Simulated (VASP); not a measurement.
A cell of SrO (rock salt) near equilibrium:

```
SrO
1.0
    0.00000     2.58464     2.58464
    2.58464     0.00000     2.58464
    2.58464     2.58464     0.00000
Sr O
1 1
Direct
  0.00000   0.00000   0.00000
  0.50000   0.50000   0.50000
```

The numbers are results of r2SCAN meta-GGA, VASP's PBE PAW potentials (set 64) (plane waves; VASP), not measurements.

```json
[
 {"run": "as it is", "ΔE (meV/atom)": "0.0", "σxx": "-0.08", "σyy": "-0.08", "σzz": "-0.08", "largest shear component, with its sign (GPa)": "0.00", "gap (eV)": "3.75"},
 {"run": "after one change", "ΔE (meV/atom)": "0.1", "σxx": "-0.09", "σyy": "-0.09", "σzz": "-0.09", "largest shear component, with its sign (GPa)": "0.28", "gap (eV)": "3.75"}
]
```
Stress is in GPa, positive when the cell is compressed; gaps are those on the k-mesh, and 0.00 means metallic.

Q: Name the change that produced these shifts.
(A) isotropic strain of +0.5 %
(B) shear strain γ_yz = -0.5 %
(C) isotropic strain of -1.0 %
(D) biaxial strain of +0.5 % in the xz plane

A: B, shear strain γ_yz = -0.5 %

The compound is SrO in the rock salt structure.
